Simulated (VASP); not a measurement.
Calculation: PBE GGA, VASP's PBE PAW potentials (set 64) (plane waves; VASP 6.6.1).

The input files of a VASP run:

**KPOINTS**
```
Automatic mesh
0
Gamma
10 10 10
0 0 0
```

INCAR:
```
ALGO = Normal
EDIFF = 1E-6
ENCUT = 400
GGA = PE
ISIF = 2
ISMEAR = 1
LASPH = T
LCHARG = F
LMAXMIX = 6
LREAL = F
LWAVE = F
NELM = 100
PREC = Accurate
SIGMA = 0.1
SYSTEM = PmSe
```

### POSCAR
```
PmSe
1
    0.0000000000     2.9605400000     2.9605400000
    2.9605400000     0.0000000000     2.9605400000
    2.9605400000     2.9605400000     0.0000000000
Pm Se
1 1
Direct
  0.0000000000   0.0000000000   0.0000000000
  0.5000000000   0.5000000000   0.5000000000
```

POTCAR, in this order: Pm_3 Se (PBE.64 set). Program: vasp_std.

The resulting files:

### OUTCAR
```
 ion  position               nearest neighbor table
   1  0.000  0.000  0.000-   2 2.96   2 2.96   2 2.96   2 2.96   2 2.96   2 2.96
   2  0.500  0.500  0.500-   1 2.96   1 2.96   1 2.96   1 2.96   1 2.96   1 2.96
  LATTYP: Found a face centered cubic cell.
 ALAT       =     5.9210800000
 Subroutine PRICEL returns:
 Original cell was already a primitive cell.
 Subroutine GETGRP returns: Found 48 space group operations
The static configuration has the point symmetry O_h .
The dynamic configuration has the point symmetry O_h .
 Subroutine INISYM returns: Found 48 space group operations
 Subroutine IBZKPT returns following result:
 Found     47 irreducible k-points:

 Following reciprocal coordinates:
            Coordinates               Weight
  0.000000  0.000000  0.000000      1.000000
  0.100000  0.000000  0.000000      8.000000
  0.200000  0.000000  0.000000      8.000000
  0.300000  0.000000  0.000000      8.000000
  0.400000  0.000000  0.000000      8.000000
  0.500000  0.000000  0.000000      4.000000
  0.100000  0.100000  0.000000      6.000000
  0.200000  0.100000  0.000000     24.000000
  0.300000  0.100000  0.000000     24.000000
  0.400000  0.100000  0.000000     24.000000
  0.500000  0.100000  0.000000     24.000000
 -0.400000  0.100000  0.000000     24.000000
 -0.300000  0.100000  0.000000     24.000000
 -0.200000  0.100000  0.000000     24.000000
 -0.100000  0.100000  0.000000     12.000000
  0.200000  0.200000  0.000000      6.000000
  0.300000  0.200000  0.000000     24.000000
  0.400000  0.200000  0.000000     24.000000
  0.500000  0.200000  0.000000     24.000000
 -0.400000  0.200000  0.000000     24.000000
 -0.300000  0.200000  0.000000     24.000000
 -0.200000  0.200000  0.000000     12.000000
  0.300000  0.300000  0.000000      6.000000
  0.400000  0.300000  0.000000     24.000000
...
```

**OSZICAR**
```
       N       E                     dE             d eps       ncg     rms          rms(c)
DAV:   1     0.514655963285E+02    0.51466E+02   -0.63664E+03  1128   0.982E+02
DAV:   2    -0.917878398148E+01   -0.60644E+02   -0.57535E+02  1392   0.198E+02
DAV:   3    -0.118951447090E+02   -0.27164E+01   -0.27005E+01  1428   0.363E+01
DAV:   4    -0.119263447006E+02   -0.31200E-01   -0.30459E-01  1376   0.423E+00
DAV:   5    -0.119267626520E+02   -0.41795E-03   -0.41780E-03  1392   0.447E-01    0.228E+01
DAV:   6    -0.118416306144E+02    0.85132E-01   -0.22250E-01  1356   0.256E+00    0.147E+01
DAV:   7    -0.118480968974E+02   -0.64663E-02   -0.10961E-01  1492   0.199E+00    0.557E-01
DAV:   8    -0.118428094164E+02    0.52875E-02   -0.27530E-02  1300   0.961E-01    0.174E-01
DAV:   9    -0.118429110520E+02   -0.10164E-03   -0.10697E-03  1392   0.248E-01    0.226E-01
DAV:  10    -0.118429104799E+02    0.57203E-06   -0.81946E-06  1376   0.219E-02
   1 F= -.11842910E+02 E0= -.11842763E+02  d E =-.441689E-03
```

File OUTCAR:
```
------------------------ aborting loop because EDIFF is reached ----------------------------------------
  FORCE on cell =-STRESS in cart. coord.  units (eV):
  Direction    XX          YY          ZZ          XY          YZ          ZX
  --------------------------------------------------------------------------------------
  Total        0.1320638      0.1320638      0.1320638      0.0000000      0.0000000      0.0000000
  in kB        4.0771027      4.0771027      4.0771027      0.0000000      0.0000000      0.0000000
  external PRESSURE =       4.0771027 kB  Pullay stress =       0.0000000 kB
  volume of cell :       51.90
      direct lattice vectors                 reciprocal lattice vectors
     0.000000000  2.960540000  2.960540000    -0.168888108  0.168888108  0.168888108
     2.960540000  0.000000000  2.960540000     0.168888108 -0.168888108  0.168888108
     2.960540000  2.960540000  0.000000000     0.168888108  0.168888108 -0.168888108
 POSITION                                       TOTAL-FORCE (eV/Angst)
 -----------------------------------------------------------------------------------
      0.00000      0.00000      0.00000        -0.000000     -0.000000     -0.000000
      2.96054      2.96054      2.96054         0.000000      0.000000      0.000000
 -----------------------------------------------------------------------------------
    total drift:                                0.000000      0.000000      0.000000
  FREE ENERGIE OF THE ION-ELECTRON SYSTEM (eV)
  ---------------------------------------------------
  free  energy   TOTEN  =       -11.8429104799 eV

  energy  without entropy=      -11.8424687911  energy(sigma->0) =      -11.84276325
```
(Selected blocks of OUTCAR.)

The 4f electrons are frozen in the core of the lanthanide potential, so 4f levels, which can set the real gap, and their magnetism are missing.

The structure comes from a computed database's PmSe entry (Fm-3m); how it stands against other phases isn't given here. The cell was not relaxed at this level. The electron count is odd and the run is not spin-polarised, which forces a metal.
